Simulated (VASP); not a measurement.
VASP runs on Cd3W (space group Pm-3m) share one base input (PBE GGA, plane waves, VASP's PBE PAW potentials (set 64)) and change the settings named in each case.

**INCAR**
```
SYSTEM = Cd3W
PREC = Accurate; ENCUT = 300; LREAL = .False.
LASPH = .True.
EDIFF = 1E-6; NELM = 100; ALGO = Normal
LMAXMIX = 6
ISMEAR = 0; SIGMA = 0.05
GGA = PE
ISIF = 2
LWAVE = .False.; LCHARG = .False.
```

KPOINTS:
```
Automatic mesh
0
G
7 7 7
0 0 0
```

POSCAR:
```
Cd3W
1
    4.3321350000     0.0000000000     0.0000000000
    0.0000000000     4.3321350000     0.0000000000
    0.0000000000     0.0000000000     4.3321350000
Cd W
3 1
Direct
  0.0000000000   0.5000000000   0.5000000000
  0.5000000000   0.5000000000   0.0000000000
  0.5000000000   0.0000000000   0.5000000000
  0.0000000000   0.0000000000   0.0000000000
```

POTCAR, in this order: Cd W_sv (PBE.64 set). Program: vasp_std.

```
change                                                                                                                                      E(σ→0) (eV/atom)  pressure (GPa)    −TS (eV)
------------------------------------------------------------------------------------------------------------------------------------------  ----------------  --------------  ----------
base run                                                                                                                                             -3.1817           -5.86     -0.0038
GGA removed, POTCAR Cd W_sv (LDA.64 set)                                                                                                             -4.0237      (withheld)  (withheld)
GGA_COMPAT = .FALSE., LNONCOLLINEAR = .TRUE., LSORBIT = .TRUE., MAGMOM = 0.0 0.0 0.0 0.0 0.0 0.0 0.0 0.0 0.0 0.0 0.0 0.0, program vasp_ncl           -3.4299           -5.49     -0.0036
KPOINTS 4×4×4 Γ-centred mesh                                                                                                                         -3.1759           -5.93     -0.0025
```

Question: Some entries are withheld; supply them.

Answer: 
- GGA removed, POTCAR Cd W_sv (LDA.64 set), pressure (GPa): -14.15
- GGA removed, POTCAR Cd W_sv (LDA.64 set), −TS (eV): -0.0050

Energies of different potentials or functionals have different zeros.  Unless said otherwise, spin-orbit coupling is left out, though it shifts the bands of the heavy elements here. At 300 eV the pressure can carry a Pulay error.

Left out are runs that ran out of time, are held back, or changed the cell or the kind of run, fixed moments of cells without a moment, rows past the twelfth, gaps on odd meshes, pressures of charged cells and columns that move by less than the noise.

The structure was generated: Cd3W was put into an ordered model structure, which need not be its known phase. The cell was not relaxed at this level, its lattice was scaled by up to 2.5 %.
